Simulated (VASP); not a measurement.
Output of a VASP run:

### OSZICAR
```
       N       E                     dE             d eps       ncg     rms          rms(c)
DAV:   1     0.940890831459E+02    0.94089E+02   -0.72225E+03   280   0.106E+03
DAV:   2    -0.138980570315E+02   -0.10799E+03   -0.10668E+03   286   0.335E+02
DAV:   3    -0.200884231001E+02   -0.61904E+01   -0.60170E+01   396   0.611E+01
DAV:   4    -0.202438636122E+02   -0.15544E+00   -0.15347E+00   402   0.122E+01
DAV:   5    -0.202476871286E+02   -0.38235E-02   -0.38193E-02   398   0.179E+00    0.789E+00
DAV:   6    -0.192015740981E+02    0.10461E+01   -0.54806E+00   456   0.258E+01    0.270E+00
DAV:   7    -0.191480247175E+02    0.53549E-01   -0.16321E-01   434   0.350E+00    0.166E+00
DAV:   8    -0.191212782719E+02    0.26746E-01   -0.67102E-02   454   0.257E+00    0.319E-01
DAV:   9    -0.191217073261E+02   -0.42905E-03   -0.27008E-02   430   0.204E+00    0.285E-01
DAV:  10    -0.191202218288E+02    0.14855E-02   -0.65032E-03   434   0.915E-01    0.642E-02
DAV:  11    -0.191202525564E+02   -0.30728E-04   -0.10531E-04   436   0.816E-02    0.566E-02
DAV:  12    -0.191201948479E+02    0.57708E-04   -0.26705E-04   436   0.198E-01    0.700E-03
DAV:  13    -0.191201948343E+02    0.13682E-07   -0.33963E-06   320   0.161E-02
   1 F= -.19120195E+02 E0= -.19117046E+02  d E =-.944653E-02
```

**OUTCAR**
```
------------------------ aborting loop because EDIFF is reached ----------------------------------------
  FORCE on cell =-STRESS in cart. coord.  units (eV):
  Direction    XX          YY          ZZ          XY          YZ          ZX
  --------------------------------------------------------------------------------------
  Total       -1.7070983     -1.7070983     -1.7070983     -0.0000000     -0.0000000      0.0000000
  in kB      -37.3953000    -37.3953000    -37.3953000     -0.0000000     -0.0000000      0.0000000
  external PRESSURE =     -37.3953000 kB  Pullay stress =       0.0000000 kB
  volume of cell :       73.14
      direct lattice vectors                 reciprocal lattice vectors
     4.182000000  0.000000000  0.000000000     0.239120038  0.000000000  0.000000000
     0.000000000  4.182000000  0.000000000     0.000000000  0.239120038  0.000000000
     0.000000000  0.000000000  4.182000000     0.000000000  0.000000000  0.239120038
 POSITION                                       TOTAL-FORCE (eV/Angst)
 -----------------------------------------------------------------------------------
      0.00000      0.00000      0.00000         0.000000      0.000000      0.000000
      0.00000      2.09100      2.09100         0.000000      0.000000      0.000000
      2.09100      0.00000      2.09100         0.000000      0.000000      0.000000
      2.09100      2.09100      0.00000         0.000000      0.000000      0.000000
 -----------------------------------------------------------------------------------
    total drift:                               -0.000000     -0.000000     -0.000000
  FREE ENERGIE OF THE ION-ELECTRON SYSTEM (eV)
  ---------------------------------------------------
  free  energy   TOTEN  =       -19.1201948343 eV

  energy  without entropy=      -19.1107483071  energy(sigma->0) =      -19.11704599
```
(Selected blocks of OUTCAR.)

File POSCAR:
```
Al3Sc
1
    4.1820000000     0.0000000000     0.0000000000
    0.0000000000     4.1820000000     0.0000000000
    0.0000000000     0.0000000000     4.1820000000
Sc Al
1 3
Direct
  0.0000000000   0.0000000000   0.0000000000
  0.0000000000   0.5000000000   0.5000000000
  0.5000000000   0.0000000000   0.5000000000
  0.5000000000   0.5000000000   0.0000000000
```

### Question
Reconstruct the remaining input files.

### Answer
Several could match; the one computed here: the input of the run itself, PBE GGA, plane waves, VASP's PBE PAW potentials (set 64).

INCAR:
```
SYSTEM = Al3Sc
LMAXMIX = 4
ISMEAR = 1
ENCUT = 400
GGA = PE   ! PBE
LWAVE = .False.
EDIFF = 1E-6   ! SCF stop (eV)
NELM = 100   ! most electronic steps
LASPH = .True.
LCHARG = .False.
PREC = Accurate
ALGO = Normal
ISIF = 2   ! forces and stress, cell fixed
LREAL = .False.
SIGMA = 0.1   ! width (eV)
```

### KPOINTS
```
kpoints
0
Gamma
4 4 4
```

POTCAR, in this order: Sc_sv Al (PBE.64 set). Program: vasp_std.

The compound is Al3Sc in the L1_2 structure. The cell was not relaxed at this level. The k-mesh is coarse (spacing up to 0.38 per Å, 2π included), so the numbers may not be converged in it. The run is one of a series of settings (KPOINTS 4×4×4 Γ-centred mesh against the base run), some of them coarse on purpose.
